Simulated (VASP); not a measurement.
Here is a VASP 6.6.1 calculation.

Contents of INCAR:

```
SYSTEM = Be16N
  PREC = Accurate
  ENCUT = 520
  EDIFF = 1E-6
  ISMEAR = -1
  SIGMA = 0.05
  LREAL = Auto
  LASPH = .TRUE.
  NELM = 80
  ALGO = Fast
  ISIF = 2
  LWAVE = .FALSE.
  LCHARG = .FALSE.
  GGA = PE
  IVDW = 12
  NBANDS = 32
```

File KPOINTS:

```
regular mesh
0
G
  5 5 3
  0 0 0
```

The input POSCAR:

```
Be16N
1.0
   -2.2900000000     -3.9663960000      0.0000000000
    3.4350000000     -1.9831980000      0.0000000000
    0.0000000000      0.0000000000      7.1768600000
Be N
16 1
Direct
    0.7513068125      0.4977088599      0.0050567607
    0.4995024020      0.3351567689      0.2432045060
    0.7609443001      0.5031355568      0.4933263283
    0.4994316753      0.3440921030      0.7640224815
    0.4995180593     -0.0010309484      0.0073394019
    0.2476938269      0.8364636998      0.2454776652
    0.4994354528     -0.0097569969      0.4864656778
    0.2379147961      0.8310584488      0.7572327891
    0.2477090075      0.4976875168      0.0050792632
   -0.0005149000      0.3386154279      0.2434878286
    0.2379212105      0.5031802305      0.4933501502
   -0.0005516119      0.2989695589      0.7596137465
   -0.0004989609     -0.0044395410      0.0070589488
    0.7512967059      0.8364232261      0.2454711742
   -0.0005246565      0.0352449377      0.4909059084
    0.7610431357      0.8310321800      0.7572178815
    0.4994496447      0.6672297713      0.6252771881
```

Potentials or basis: VASP PAW PBE potentials, release 64 (Be, N).

Command:

```sh
$ cat potpaw_PBE.64/Be/POTCAR potpaw_PBE.64/N/POTCAR > POTCAR
$ mpirun -np 1 vasp_std > vasp.out
```

Question: Estimate the dispersion energy per atom.

Answer: -0.348 eV.

Question: Predict the largest force.

Answer: 0.023 eV/Å.

Question: What does it give for the pressure?

Answer: 0.7 GPa.

Forces in eV/Å, atoms in the order of the input:
```
Be  -0.002  0.000 -0.002
Be  -0.001  0.001  0.008
Be  -0.013 -0.010 -0.009
Be  -0.017  0.009  0.013
Be   0.002 -0.001 -0.008
Be   0.002  0.001  0.001
Be   0.015 -0.010 -0.010
Be   0.014  0.010  0.010
Be   0.000  0.002 -0.003
Be   0.002 -0.001  0.003
Be   0.002  0.016 -0.011
Be   0.003 -0.002 -0.002
Be  -0.002  0.002 -0.003
Be   0.001 -0.002  0.002
Be  -0.003  0.002  0.003
Be  -0.001 -0.017  0.009
N   -0.001 -0.001  0.000
```
